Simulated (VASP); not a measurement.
Output of a VASP run:

**OSZICAR**
```
       N       E                     dE             d eps       ncg     rms          rms(c)
DAV:   1     0.459966477155E+03    0.45997E+03   -0.22595E+04  1000   0.201E+03
DAV:   2     0.221789657442E+02   -0.43779E+03   -0.42917E+03  1201   0.494E+02
DAV:   3    -0.125308354604E+02   -0.34710E+02   -0.34579E+02  1220   0.152E+02
DAV:   4    -0.132686169529E+02   -0.73778E+00   -0.73719E+00  1648   0.206E+01
DAV:   5    -0.132757861856E+02   -0.71692E-02   -0.71672E-02  1312   0.157E+00    0.115E+01
DAV:   6    -0.109994015463E+02    0.22764E+01   -0.84670E+00  1450   0.407E+01    0.711E+00
DAV:   7    -0.110564598570E+02   -0.57058E-01   -0.14747E+00  1041   0.843E+00    0.460E+00
DAV:   8    -0.110652643272E+02   -0.88045E-02   -0.60179E-01  1336   0.157E+01    0.166E+00
DAV:   9    -0.110289210221E+02    0.36343E-01   -0.97405E-02  1526   0.909E+00    0.683E-01
DAV:  10    -0.110243610623E+02    0.45600E-02   -0.91921E-02  1471   0.740E+00    0.296E-01
DAV:  11    -0.110239093044E+02    0.45176E-03   -0.14366E-02  1443   0.161E+00    0.805E-02
DAV:  12    -0.110239965833E+02   -0.87279E-04   -0.60427E-04  1092   0.210E-01    0.822E-02
DAV:  13    -0.110240221503E+02   -0.25567E-04   -0.26203E-04  1238   0.435E-01    0.803E-02
DAV:  14    -0.110240215907E+02    0.55959E-06   -0.12791E-04  1276   0.435E-01    0.699E-02
DAV:  15    -0.110239715730E+02    0.50018E-04   -0.16532E-04  1160   0.120E-01    0.311E-02
DAV:  16    -0.110239641967E+02    0.73763E-05   -0.92648E-06  1397   0.578E-02    0.221E-02
DAV:  17    -0.110239580522E+02    0.61444E-05   -0.11664E-05  1287   0.826E-02    0.113E-02
DAV:  18    -0.110239563884E+02    0.16638E-05   -0.12113E-05  1330   0.516E-02    0.942E-04
DAV:  19    -0.110239565413E+02   -0.15290E-06   -0.12773E-06  1174   0.731E-03    0.120E-03
DAV:  20    -0.110239565350E+02    0.62810E-08   -0.25606E-07   693   0.832E-03
   1 F= -.11023957E+02 E0= -.11023957E+02  d E =0.000000E+00
```

**OUTCAR**
```
------------------------ aborting loop because EDIFF is reached ----------------------------------------
  FORCE on cell =-STRESS in cart. coord.  units (eV):
  Direction    XX          YY          ZZ          XY          YZ          ZX
  --------------------------------------------------------------------------------------
  Total        0.0289583      0.0289583      0.0289583     -0.0000000      0.0000000     -0.0000000
  in kB        0.6818415      0.6818415      0.6818415     -0.0000000      0.0000000     -0.0000000
  external PRESSURE =       0.6818415 kB  Pullay stress =       0.0000000 kB
  volume of cell :       68.05
      direct lattice vectors                 reciprocal lattice vectors
     4.082568023  0.000000000  0.000000000     0.244943867  0.000000000  0.000000000
     0.000000000  4.082568023  0.000000000     0.000000000  0.244943867  0.000000000
     0.000000000  0.000000000  4.082568023     0.000000000  0.000000000  0.244943867
 POSITION                                       TOTAL-FORCE (eV/Angst)
 -----------------------------------------------------------------------------------
      0.00000      0.00000      0.00000         0.000000      0.000000      0.000000
      2.04128      2.04128      2.04128         0.000000      0.000000      0.000000
      2.04128      0.00000      2.04128         0.000000      0.000000      0.000000
      0.00000      2.04128      2.04128         0.000000      0.000000      0.000000
      2.04128      2.04128      0.00000         0.000000      0.000000      0.000000
 -----------------------------------------------------------------------------------
    total drift:                                0.000000      0.000000     -0.000000
  FREE ENERGIE OF THE ION-ELECTRON SYSTEM (eV)
  ---------------------------------------------------
  free  energy   TOTEN  =       -11.0239565350 eV

  energy  without entropy=      -11.0239565350  energy(sigma->0) =      -11.02395654

 total charge

# of ion       s       p       d       tot
------------------------------------------
    1        1.951   5.554   0.022   7.527
    2        0.338   0.357   9.947  10.643
    3        1.728   4.354   0.000   6.082
    4        1.728   4.354   0.000   6.082
    5        1.728   4.354   0.000   6.082
--------------------------------------------------
tot          7.472  18.973   9.970  36.415

 Electric field gradients after diagonalization (V/A^2)
 (convention: |V_zz| > |V_xx| > |V_yy|)
----------------------------------------------------------------------
 ion       V_xx      V_yy      V_zz     asymmetry (V_yy - V_xx)/ V_zz
----------------------------------------------------------------------
   1       0.000     0.000    -0.000       0.296
   2       0.000     0.000     0.000      -0.239
   3     -50.082   -50.082   100.163       0.000
   4     -50.082   -50.082   100.163       0.000
   5     -50.082   -50.082   100.163       0.000
```
(Selected blocks of OUTCAR.)

### POSCAR
```
KZnF3
1
    4.0825680225     0.0000000000     0.0000000000
    0.0000000000     4.0825680225     0.0000000000
    0.0000000000     0.0000000000     4.0825680225
K Zn F
1 1 3
Direct
  0.0000000000   0.0000000000   0.0000000000
  0.5000000000   0.5000000000   0.5000000000
  0.5000000000   0.0000000000   0.5000000000
  0.0000000000   0.5000000000   0.5000000000
  0.5000000000   0.5000000000   0.0000000000
```

Reconstruct the remaining input files.

This is not unique; one that fits is the input of the run itself, rev-vdW-DF2, plane waves, VASP's PBE PAW potentials (set 64).

### KPOINTS
```
Automatic mesh
0
Gamma
6 6 6
0 0 0
```

INCAR:
```
! general
SYSTEM    =  KZnF3
PREC      =  Accurate
ENCUT     =  520
LREAL     =  F   ! projection in real space or not
LASPH     =  T   ! aspherical one-centre terms

! electronic loop
EDIFF     =  1E-7   ! SCF stop (eV)
NELM      =  100
ALGO      =  Normal   ! blocked Davidson
LMAXMIX   =  4   ! l cut-off of mixed one-centre charges

! smearing
ISMEAR    =  -5   ! tetrahedra, Bloechl

! functional
GGA       =  MK
LUSE_VDW  =  T
AGGAC     =  0.0
PARAM1    =  0.1234568
PARAM2    =  0.7114
ZAB_VDW   =  -1.8867

! ions
ISIF      =  2

! output
LWAVE     =  F
LCHARG    =  T
LORBIT    =  11
NEDOS     =  601   ! DOS grid

! other
LEFG      =  T
```

POTCAR, in this order: K_sv Zn F (PBE.64 set). Program: vasp_std.

The compound is KZnF3 in the cubic perovskite structure. It was relaxed first.
